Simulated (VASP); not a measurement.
# Li7Sb (R-3m) in VASP: a series of runs

The runs below take Li7Sb through single point, relaxation of cell and atoms, with PBE.

Everything below comes from runs of VASP 6.6.1. Logs are shortened: lines on timing, memory, paths and dates and some standing lists are left out, and cuts for length are marked.

## Step 1: The cell of the first run

Symmetry: R-3m, No. 166, trigonal system. The conventional cell has a = 5.031 Å, b = 5.031 Å, c = 20.712 Å, α = 90.00°, β = 90.00°, γ = 120.00°. Li (site symmetry 2/m) has 4 Li at 2.52 Å as nearest neighbours. Li (site symmetry 3m) is surrounded by 7 Li at 2.70 to 3.05 Å and 3 Sb at 3.03 Å. Li (site symmetry 3m) has 10 Li at 2.70 to 3.05 Å as nearest neighbours. Around Sb (site symmetry -3m) lie 12 Li at 3.03 to 3.43 Å.

The cell was built by a generator and needn't be a form met in nature.

## Step 2: Single point, PBE (random cell by space group and Wyckoff sites (R-3m, No. 166))

INCAR

```
SYSTEM = Li7Sb
PREC = Accurate
ENCUT = 520
EDIFF = 1E-7
ISMEAR = 0
SIGMA = 0.1
LREAL = .False.
LASPH = .True.
NELM = 100
ALGO = Normal
ISIF = 2
LWAVE = .False.
LCHARG = .False.
GGA = PE
NBANDS = 23
```

KPOINTS

```
regular mesh
0
Gamma
  6 6 6
  0 0 0
```

POSCAR

```
Li7Sb
1.0
    2.5153704512      1.4522498071      6.9040672738
   -2.5153704512      1.4522498071      6.9040672738
    0.0000000000     -2.9044996142      6.9040672738
Li Sb
7 1
Direct
    0.0000000000      0.0000000000      0.5000000000
    0.5000000000      0.0000000000      0.0000000000
    0.0000000000      0.5000000000      0.0000000000
    0.7090763664      0.7090763664      0.7090763664
    0.2909236336      0.2909236336      0.2909236336
    0.4213082594      0.4213082594      0.4213082594
    0.5786917406      0.5786917406      0.5786917406
    0.0000000000      0.0000000000      0.0000000000
```

Potentials or basis: VASP PAW PBE potentials, release 64 (Li_sv, Sb).

Run with:

```sh
> cat potpaw_PBE.64/Li_sv/POTCAR potpaw_PBE.64/Sb/POTCAR > POTCAR
> mpirun -np 1 vasp_std > vasp.out
```

OUTCAR:

```text
SYSTEM = Li7Sb
   PREC = Accurate
   ENCUT = 520
   EDIFF = 1E-7
   ISMEAR = 0
   LREAL = .False.
   LASPH = .True.
   NELM = 100
   ISIF = 2
   GGA = PE

 ion  position               nearest neighbor table
   1  0.000  0.000  0.500-   2 2.52   3 2.52   3 2.52   2 2.52
   2  0.500  0.000  0.000-   1 2.52   1 2.52   3 2.52   3 2.52
   3  0.000  0.500  0.000-   1 2.52   1 2.52   2 2.52   2 2.52
   4  0.709  0.709  0.709-   8 3.03   8 3.03   8 3.03
   5  0.291  0.291  0.291-   8 3.03   8 3.03   8 3.03
   6  0.421  0.421  0.421-
   7  0.579  0.579  0.579-
   8  0.000  0.000  0.000-   4 3.03   5 3.03   4 3.03   4 3.03   5 3.03   5 3.03

  LATTYP: Found a trigonal (rhomboedric) cell.
 ALAT       =     7.4901443865
 COS(alpha) =     0.7744444457

  Lattice vectors:

 A1 = (   2.5153704512,   1.4522498071,   6.9040672738)
 A2 = (  -2.5153704512,   1.4522498071,   6.9040672738)
 A3 = (   0.0000000000,  -2.9044996142,   6.9040672738)

Analysis of symmetry for initial positions (statically):
=====================================================================
 Subroutine PRICEL returns:
 Original cell was already a primitive cell.

 Routine SETGRP: Setting up the symmetry group for a
 trigonal (rhombohedral) supercell.

 Subroutine GETGRP returns: Found 12 space group operations
 (whereof 12 operations were pure point group operations)
 out of a pool of 12 trial point group operations.

The static configuration has the point symmetry D_3d.

Analysis of symmetry for dynamics (positions and initial velocities):
=====================================================================
 Subroutine PRICEL returns:
 Original cell was already a primitive cell.

 Routine SETGRP: Setting up the symmetry group for a
 trigonal (rhombohedral) supercell.

 Subroutine GETGRP returns: Found 12 space group operations
 (whereof 12 operations were pure point group operations)
 out of a pool of 12 trial point group operations.

The dynamic configuration has the point symmetry D_3d.

 Subroutine INISYM returns: Found 12 space group operations
 (whereof 12 operations are pure point group operations),
 and found     1 'primitive' translations

----------------------------------------------------------------------------------------

                                     Primitive cell

  volume of cell :     151.3211

  direct lattice vectors                    reciprocal lattice vectors
     2.515370451  1.452249807  6.904067274     0.198777878  0.114764461  0.048280719
    -2.515370451  1.452249807  6.904067274    -0.198777878  0.114764461  0.048280719
     0.000000000 -2.904499614  6.904067274     0.000000000 -0.229528922  0.048280719

  length of vectors
     7.490144386  7.490144386  7.490144386     0.234551815  0.234551815  0.234551815

  position of ions in fractional coordinates (direct lattice)
     0.000000000  0.000000000  0.500000000
     0.500000000  1.000000000  0.000000000
     1.000000000  0.500000000  0.000000000
     0.709076366  0.709076366  0.709076366
     0.290923634  0.290923634  0.290923634
     0.421308259  0.421308259  0.421308259
     0.578691741  0.578691741  0.578691741
     0.000000000  0.000000000  0.000000000

  ion indices of the primitive-cell ions
   primitive index   ion index
                 1           1
                 2           2
                 3           3
                 4           4
                 5           5
                 6           6
                 7           7
                 8           8

----------------------------------------------------------------------------------------

 KPOINTS: regular mesh

Automatic generation of k-mesh.
 Grid dimensions read from file:
 generate k-points for:    6    6    6

 Generating k-lattice:

  Cartesian coordinates                     Fractional coordinates (reciprocal lattice)
     0.033129646  0.019127410  0.008046787     0.166666667 -0.000000000  0.000000000
    -0.033129646  0.019127410  0.008046787    -0.000000000  0.166666667  0.000000000
     0.000000000 -0.038254820  0.008046787     0.000000000  0.000000000  0.166666667

  Length of vectors
     0.039091969  0.039091969  0.039091969

  Shift w.r.t. Gamma in fractional coordinates (k-lattice)
     0.000000000  0.000000000  0.000000000

 Subroutine IBZKPT returns following result:
 ===========================================

 Found     32 irreducible k-points:

 Following reciprocal coordinates:
            Coordinates               Weight
  0.000000  0.000000  0.000000      1.000000
  0.166667  0.000000 -0.000000      6.000000
  0.333333  0.000000 -0.000000      6.000000
  0.500000 -0.000000 -0.000000      3.000000
  0.166667  0.166667 -0.000000      6.000000
  0.333333  0.166667 -0.000000     12.000000
[... 16 lines left out ...]
  0.500000  0.500000  0.166667      6.000000
 -0.333333  0.500000  0.166667     12.000000
 [... further k-points ...]
[... 96 lines left out ...]
     23       7.3554      0.00000

 k-point     3 :       0.3333    0.0000   -0.0000
  band No.  band energies     occupation
      1     -44.4018      2.00000
      2     -44.3998      2.00000
      3     -44.2791      2.00000
      4     -44.2779      2.00000
      5     -44.1124      2.00000
      6     -44.0716      2.00000
[... 15 lines left out ...]
     22       7.9215      0.00000
     23       8.5666      0.00000

 k-point     4 :       0.5000   -0.0000   -0.0000
  band No.  band energies     occupation
      1     -44.4016      2.00000
      2     -44.3998      2.00000
      3     -44.2788      2.00000
      4     -44.2783      2.00000
      5     -44.1038      2.00000
      6     -44.0802      2.00000
[... 15 lines left out ...]
     22       8.3480      0.00000
     23       8.8909      0.00000

 k-point     5 :       0.1667    0.1667   -0.0000
  band No.  band energies     occupation
      1     -44.4021      2.00000
      2     -44.3998      2.00000
      3     -44.2793      2.00000
      4     -44.2775      2.00000
      5     -44.1230      2.00000
      6     -44.0608      2.00000
[... 15 lines left out ...]
     22       7.1740      0.00000
     23       7.6446      0.00000

 k-point     6 :       0.3333    0.1667   -0.0000
  band No.  band energies     occupation
      1     -44.4018      2.00000
      2     -44.3999      2.00000
      3     -44.2792      2.00000
      4     -44.2778      2.00000
      5     -44.1155      2.00000
      6     -44.0685      2.00000
[... 15 lines left out ...]
     22       7.3813      0.00000
     23       7.9694      0.00000

 k-point     7 :       0.5000    0.1667    0.0000
  band No.  band energies     occupation
      1     -44.4016      2.00000
      2     -44.3999      2.00000
      3     -44.2788      2.00000
      4     -44.2782      2.00000
      5     -44.1038      2.00000
      6     -44.0803      2.00000
[... 353 lines left out ...]
     22       7.8192      0.00000
     23       8.1700      0.00000

 k-point    21 :      -0.3333    0.3333    0.1667
  band No.  band energies     occupation
      1     -44.4014      2.00000
      2     -44.4000      2.00000
      3     -44.2788      2.00000
      4     -44.2783      2.00000
      5     -44.1038      2.00000
      6     -44.0803      2.00000
[... 15 lines left out ...]
     22       8.5382      0.00000
     23       8.7490      0.00000

 k-point    22 :      -0.1667    0.3333    0.1667
  band No.  band energies     occupation
      1     -44.4016      2.00000
      2     -44.3999      2.00000
      3     -44.2789      2.00000
      4     -44.2782      2.00000
      5     -44.1038      2.00000
      6     -44.0803      2.00000
[... 15 lines left out ...]
     22       8.2530      0.00000
     23       8.4178      0.00000

 k-point    23 :       0.5000    0.5000    0.1667
  band No.  band energies     occupation
      1     -44.4014      2.00000
      2     -44.4002      2.00000
      3     -44.2790      2.00000
      4     -44.2780      2.00000
      5     -44.1124      2.00000
      6     -44.0716      2.00000
[... 15 lines left out ...]
     22       7.6688      0.00000
     23       8.0812      0.00000

 k-point    24 :      -0.3333    0.5000    0.1667
  band No.  band energies     occupation
      1     -44.4013      2.00000
      2     -44.4001      2.00000
      3     -44.2788      2.00000
      4     -44.2782      2.00000
      5     -44.1038      2.00000
      6     -44.0803      2.00000
[... 15 lines left out ...]
     22       8.1148      0.00000
     23       8.4210      0.00000

 [... further k-points ...]

------------------------ aborting loop because EDIFF is reached ----------------------------------------

  FORCE on cell =-STRESS in cart. coord.  units (eV):
  Direction    XX          YY          ZZ          XY          YZ          ZX
  --------------------------------------------------------------------------------------
  -------------------------------------------------------------------------------------
  Total       -0.0777965     -0.0777965     -0.1440958      0.0000000      0.0000000     -0.0000000
  in kB       -0.8237035     -0.8237035     -1.5256761      0.0000000      0.0000000     -0.0000000
  external PRESSURE =      -1.0576944 kB  Pullay stress =       0.0000000 kB

 VOLUME and BASIS-vectors are now :
 -----------------------------------------------------------------------------
  energy-cutoff  :      520.00
  volume of cell :      151.32
      direct lattice vectors                 reciprocal lattice vectors
     2.515370451  1.452249807  6.904067274     0.198777878  0.114764461  0.048280719
    -2.515370451  1.452249807  6.904067274    -0.198777878  0.114764461  0.048280719
     0.000000000 -2.904499614  6.904067274     0.000000000 -0.229528922  0.048280719

 POSITION                                       TOTAL-FORCE (eV/Angst)
 -----------------------------------------------------------------------------------
      0.00000     -1.45225      3.45203         0.000000      0.000000      0.000000
      1.25769      0.72612      3.45203        -0.000000      0.000000     -0.000000
     -1.25769      0.72612      3.45203        -0.000000      0.000000     -0.000000
      0.00000      0.00000     14.68653         0.000000     -0.000000     -0.017570
      0.00000      0.00000      6.02567         0.000000      0.000000      0.017570
      0.00000      0.00000      8.72622         0.000000      0.000000     -0.004512
      0.00000      0.00000     11.98598         0.000000      0.000000      0.004512
      0.00000      0.00000      0.00000         0.000000      0.000000     -0.000000
 -----------------------------------------------------------------------------------
    total drift:                               -0.000000     -0.000000      0.000000

  FREE ENERGIE OF THE ION-ELECTRON SYSTEM (eV)
  ---------------------------------------------------
  free  energy   TOTEN  =       -18.4671043739 eV

  energy  without entropy=      -18.4527467382  energy(sigma->0) =      -18.45992556
```

It took 2.5 min on 1 thread of AMD EPYC 9R45 (Zen 5), shared host; peak memory 0.42 GiB.

What came out:

```yaml
Free_energy: -18.4671 eV
Largest_force: 0.018 eV/Å
Band_gap_on_the_k_mesh: none (metal or under the smearing width)
```

Forces in eV/Å, atoms in the order of the input:
```
Li   0.000  0.000  0.000
Li   0.000  0.000  0.000
Li   0.000  0.000  0.000
Li   0.000  0.000 -0.018
Li   0.000  0.000  0.018
Li   0.000  0.000 -0.005
Li   0.000  0.000  0.005
Sb   0.000  0.000  0.000
```

Levels at points of the mesh, in eV from the Fermi level:
```csv
k point,band 10,band 11,band 12,band 13,band 14,band 15,band 16,band 17
"(0.00, 0.00, 0.00)",-2.64,-1.02,-1.02,0.63,1.07,1.62,1.62,1.84
"(0.50, 0.00, 0.00)",-2.29,-1.93,-1.41,-0.95,0.56,0.60,1.04,1.85
"(0.50, 0.50, 0.00)",-2.59,-1.99,-1.80,0.10,0.37,1.18,1.51,2.14
"(0.50, 0.50, 0.50)",-0.99,-0.99,-0.46,0.01,0.99,0.99,1.06,1.53
```

Caveat: the cutoff is under 1.25 times the usual one of these potentials, so pressure, stress and relaxed cells hold a basis-set (Pulay) error. Spin-orbit coupling is left out, which matters for the levels of Sb.

## Step 3: Relaxation of cell and atoms, PBE (random cell by space group and Wyckoff sites (R-3m, No. 166))

INCAR

```
  PREC = Accurate
  ENCUT = 600
  EDIFF = 1E-7
  ISMEAR = 0
  SIGMA = 0.1
  LREAL = F
  LASPH = T
  NELM = 100
  ALGO = Normal
  ISIF = 3
  LWAVE = F
  LCHARG = F
  GGA = PE
  IBRION = 2
  NSW = 90
  EDIFFG = -0.04
```

KPOINTS

```
regular mesh
0
Gamma
  6 6 6
```

POSCAR

```
Li7Sb
1.0
    2.8546864200      1.6481539700      3.7510981600
   -2.8546864200      1.6481539700      3.7510981600
    0.0000000000     -3.2963079400      3.7510981600
Li Sb
7 1
Direct
    0.0000000000      0.0000000000      0.5000000000
    0.5000000000      0.0000000000      0.0000000000
    0.0000000000      0.5000000000      0.0000000000
    0.7864243700      0.7864243700      0.7864243700
    0.2135756300      0.2135756300      0.2135756300
    0.3842183600      0.3842183600      0.3842183600
    0.6157816400      0.6157816400      0.6157816400
    0.0000000000      0.0000000000      0.0000000000
```

Potentials or basis: VASP PAW PBE potentials, release 64 (Li_sv, Sb).

Run with:

```sh
> cat potpaw_PBE.64/Li_sv/POTCAR potpaw_PBE.64/Sb/POTCAR > POTCAR
> mpirun -np 1 vasp_std > vasp.out
```

Wall time 15 min (1 thread of AMD EPYC 9R45 (Zen 5), shared host); peak memory 0.25 GiB.

It converged, with:

```
Free energy                            : -16.5118 eV
Relaxed volume                         : 16.38 Å³/atom
Relaxed cell                           : a = 6.180 Å, b = 6.180 Å, c = 6.180 Å, α = 50.89°, β = 50.89°, γ = 50.89°
Space group after relaxing (to 0.05 Å) : R-3m (No. 166)
Energy gained by relaxing              : 805.9 meV/atom
Ionic steps                            : 24
Pressure after relaxing                : 0.0 GPa
Largest force after relaxing           : 0.017 eV/Å
Band gap on the k mesh                 : none (metal or under the smearing width)
```

Forces on the atoms (eV/Å):
```
Li   0.000  0.000  0.000
Li   0.000  0.000  0.000
Li   0.000  0.000  0.000
Li   0.000  0.000  0.006
Li   0.000  0.000 -0.006
Li   0.000  0.000 -0.017
Li   0.000  0.000  0.017
Sb   0.000  0.000  0.000
```

Step by step:
```tsv
step	energy change (eV)	largest force (eV/Å)	pressure (GPa)	volume (Å³)
1	0.0000	1.9070	21.15	105.89
2	-2.8902	0.9455	6.86	134.88
3	-3.6425	1.0291	1.70	157.29
4	-3.7495	1.1129	-0.35	169.26
5	-3.9340	0.9739	-0.31	169.63
6	-4.1638	0.5598	-0.30	170.47
7	-4.3173	0.4563	-0.42	169.97
8	-4.7645	0.2873	-0.76	168.33
9	-5.0433	1.2364	-1.43	164.52
10	-5.0731	0.8973	-1.34	165.59
11	-5.2737	0.8914	-1.56	163.72
12	-5.6654	0.8854	-2.19	157.40
13	-4.9193	3.1193	-2.29	142.08
14	-5.6506	1.0627	-2.31	155.29
15	-5.8271	0.6787	-2.07	151.72
16	-6.1958	0.4903	-1.04	141.24
17	-6.3154	0.7205	2.82	121.33
18	-6.4077	0.2242	0.73	130.57
19	-6.4159	0.1766	1.15	128.50
20	-6.4441	0.1106	0.13	130.97
21	-6.4455	0.0927	-0.14	131.66
22	-6.4469	0.0531	-0.07	131.40
23	-6.4473	0.0513	-0.01	131.16
24	-6.4476	0.0172	0.04	131.05
```

Final structure:
```
Li Sb
1.0
     2.65514    1.53295    5.36609
    -2.65514    1.53295    5.36609
     0.00000   -3.06590    5.36609
Li Sb
7 1
Direct
  0.00000 0.00000 0.50000
  0.50000 0.00000 0.00000
  0.00000 0.50000 0.00000
  0.70854 0.70854 0.70854
  0.29146 0.29146 0.29146
  0.42543 0.42543 0.42543
  0.57457 0.57457 0.57457
  0.00000 0.00000 0.00000
```

Levels at points of the mesh, in eV from the Fermi level:
| k point | band 9 | band 10 | band 11 | band 12 | band 13 | band 14 | band 15 | band 16 | band 17 | band 18 |
| --- | --- | --- | --- | --- | --- | --- | --- | --- | --- | --- |
| (0.00, 0.00, 0.00) | -2.89 | -1.96 | -1.96 | -1.90 | -0.06 | 0.54 | 0.78 | 0.78 | 0.92 | 0.92 |
| (0.50, 0.00, 0.00) | -4.03 | -2.70 | -2.66 | -1.17 | -0.23 | 0.36 | 0.42 | 0.45 | 2.87 | 3.85 |
| (0.50, 0.50, 0.00) | -3.84 | -3.08 | -2.89 | -1.83 | -0.46 | 1.34 | 1.80 | 2.22 | 2.69 | 2.77 |
| (0.50, 0.50, 0.50) | -4.02 | -1.81 | -1.81 | -0.65 | -0.42 | -0.42 | 1.12 | 1.60 | 2.77 | 2.77 |

Caveat: the cutoff is under 1.25 times the usual one of these potentials, so pressure, stress and relaxed cells hold a basis-set (Pulay) error; the volume moved by over 15 % at a fixed basis, so the end points are rough. The run has no spin-orbit coupling, so splittings on Sb are missing.

## Step 4: Single point, PBE (random cell by space group and Wyckoff sites (R-3m, No. 166))

INCAR

```
  PREC = Accurate
  ENCUT = 520
  EDIFF = 1E-6
  ISMEAR = 0
  SIGMA = 0.1
  LREAL = False
  LASPH = True
  NELM = 100
  ALGO = Normal
  ISIF = 2
  LWAVE = False
  LCHARG = False
  GGA = PE
  NBANDS = 23
```

KPOINTS

```
Automatic mesh
0
Gamma
  6 6 6
```

POSCAR is that of step 3.

Run with:

```sh
> cat potpaw_PBE.64/Li_sv/POTCAR potpaw_PBE.64/Sb/POTCAR > POTCAR
> mpirun -np 1 vasp_std > vasp.out
```

It took 66 s on 1 thread of AMD EPYC 9R45 (Zen 5), shared host; peak memory 0.23 GiB.

The run converged. Its results:

```
Free energy            : -10.0600 eV
Largest force          : 1.908 eV/Å
Band gap on the k mesh : none (metal or under the smearing width)
```

Forces in eV/Å, atoms in the order of the input:
```
Li   0.000  0.000  0.000
Li   0.000  0.000  0.000
Li   0.000  0.000  0.000
Li   0.000  0.000 -1.462
Li   0.000  0.000  1.462
Li   0.000  0.000  1.908
Li   0.000  0.000 -1.908
Sb   0.000  0.000  0.000
```

Levels at points of the mesh, in eV from the Fermi level:
| k point | band 11 | band 12 | band 13 | band 14 | band 15 | band 16 |
| --- | --- | --- | --- | --- | --- | --- |
| (0.00, 0.00, 0.00) | -2.97 | -1.61 | 0.48 | 0.48 | 0.89 | 0.89 |
| (0.50, 0.00, 0.00) | -2.88 | -0.76 | 0.11 | 0.26 | 1.05 | 1.90 |
| (0.50, 0.50, 0.00) | -3.67 | -2.11 | -0.33 | 1.82 | 1.94 | 2.60 |
| (0.50, 0.50, 0.50) | -2.66 | -1.67 | -1.67 | -1.35 | 1.03 | 3.06 |

Caveat: the cutoff is under 1.25 times the usual one of these potentials, so pressure, stress and relaxed cells hold a basis-set (Pulay) error; forces of over 1 eV/Å show positions far from the minimum, so gaps and moduli don't describe the material at rest.
